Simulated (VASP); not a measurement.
All values below come from PBEsol GGA, VASP's PBE PAW potentials (set 64) (plane waves; VASP).

VASP input:

File POSCAR:
```
SrCaI4
8.1092870
  0.8978273922   0.0000000000   0.0000000000
  0.0000000000   0.5749099767   0.0000000000
 -0.0039409137   0.0000000000   1.0000000000
Sr Ca I
1 1 4
Cart
  0.0011935919   0.0017730224  -0.0016910000
 -0.0008473559   0.2875078801   0.4981980000
  0.2124520648  -0.0007755536   0.3471840000
  0.6806742101   0.0017500260   0.6527510000
  0.2208520803   0.2877200218   0.8244860000
  0.6714788108   0.2843895683   0.1790710000
```

KPOINTS:
```
K-points
0
G
 2 3 2
```

### INCAR
```
LMAXMIX = 4   ! l cut-off of mixed one-centre charges
GGA = PS   ! PBEsol
LWAVE = .False.
LCHARG = .False.
ALGO = Normal
SIGMA = 0.01   ! width (eV)
ISIF = 2
SYSTEM = SrCaI4
ENCUT = 300   ! plane-wave cut-off (eV)
LASPH = .True.
ISMEAR = 0   ! Gaussian
NELM = 100   ! most electronic steps
EDIFF = 1E-6   ! SCF stop (eV)
PREC = Accurate
LREAL = .False.   ! projection in real space or not
```

POTCAR, in this order: Sr_sv Ca_sv I (PBE.64 set). Program: vasp_std.

Output of the run:

File OSZICAR:
```
       N       E                     dE             d eps       ncg     rms          rms(c)
DAV:   1     0.267507268122E+03    0.26751E+03   -0.15307E+04   488   0.946E+02
DAV:   2     0.145507060436E+01   -0.26605E+03   -0.25973E+03   600   0.240E+02
DAV:   3    -0.198530882190E+02   -0.21308E+02   -0.21252E+02   636   0.619E+01
DAV:   4    -0.209444639253E+02   -0.10914E+01   -0.10902E+01   720   0.140E+01
DAV:   5    -0.209725794898E+02   -0.28116E-01   -0.28112E-01   648   0.166E+00    0.170E+01
DAV:   6    -0.208334231980E+02    0.13916E+00   -0.29045E-01   512   0.250E+00    0.960E+00
DAV:   7    -0.208283075061E+02    0.51157E-02   -0.36819E-01   512   0.284E+00    0.989E-01
DAV:   8    -0.208342240519E+02   -0.59165E-02   -0.32872E-02   624   0.785E-01    0.514E-01
DAV:   9    -0.208348727060E+02   -0.64865E-03   -0.20882E-03   672   0.193E-01    0.251E-01
DAV:  10    -0.208358312192E+02   -0.95851E-03   -0.15023E-03   520   0.162E-01    0.129E-01
DAV:  11    -0.208358591352E+02   -0.27916E-04   -0.89319E-05   720   0.410E-02    0.670E-02
DAV:  12    -0.208358899990E+02   -0.30864E-04   -0.21887E-05   520   0.184E-02    0.128E-02
DAV:  13    -0.208359389515E+02   -0.48952E-04   -0.59970E-05   504   0.311E-02    0.287E-02
DAV:  14    -0.208359420422E+02   -0.30907E-05   -0.42462E-06   448   0.918E-03    0.819E-03
DAV:  15    -0.208359426345E+02   -0.59231E-06   -0.64035E-07   320   0.375E-03
   1 F= -.20835943E+02 E0= -.20835943E+02  d E =-.950721E-77
```

OUTCAR:
```
------------------------ aborting loop because EDIFF is reached ----------------------------------------
  FORCE on cell =-STRESS in cart. coord.  units (eV):
  Direction    XX          YY          ZZ          XY          YZ          ZX
  --------------------------------------------------------------------------------------
  Total       -1.3058592     -1.3759943     -1.7299115     -0.0218783      0.0020911     -0.1597454
  in kB       -7.6009213     -8.0091514    -10.0691719     -0.1273454      0.0121717     -0.9298185
  external PRESSURE =      -8.5597482 kB  Pullay stress =       0.0000000 kB
  volume of cell :      275.26
      direct lattice vectors                 reciprocal lattice vectors
     7.280740000  0.000000000  0.000000000     0.137348676  0.000000000  0.000541279
     0.000000000  4.662110000  0.000000000     0.000000000  0.214495153  0.000000000
    -0.031958000  0.000000000  8.109287000     0.000000000  0.000000000  0.123315404
 POSITION                                       TOTAL-FORCE (eV/Angst)
 -----------------------------------------------------------------------------------
     -0.02228      0.01438      8.09557        -0.080723     -0.061592      0.057580
     -0.00687      2.33148      4.04003        -0.048449      0.004237      0.045441
      1.72283      4.65582      2.81541        -0.069685      0.008905     -0.038194
      5.51978      0.01419      5.29335         0.126126     -0.021780      0.015762
      1.79095      2.33320      6.68599        -0.144636      0.014670     -0.063310
      5.44521      2.30620      1.45214         0.217367      0.055560     -0.017278
 -----------------------------------------------------------------------------------
    total drift:                                0.000628     -0.000166      0.000380
  FREE ENERGIE OF THE ION-ELECTRON SYSTEM (eV)
  ---------------------------------------------------
  free  energy   TOTEN  =       -20.8359426345 eV

  energy  without entropy=      -20.8359426345  energy(sigma->0) =      -20.83594263
```
(Selected blocks of OUTCAR.)

At this cut-off the stress carries a Pulay error, which pulls relaxed volumes low.

The structure comes from a computed database's SrCaI4 entry; how it stands against other phases isn't given here. The cell was not relaxed at this level, atoms are displaced from their ideal sites. The k-mesh is coarse (spacing up to 0.45 per Å, 2π included), so the numbers may not be converged in it.
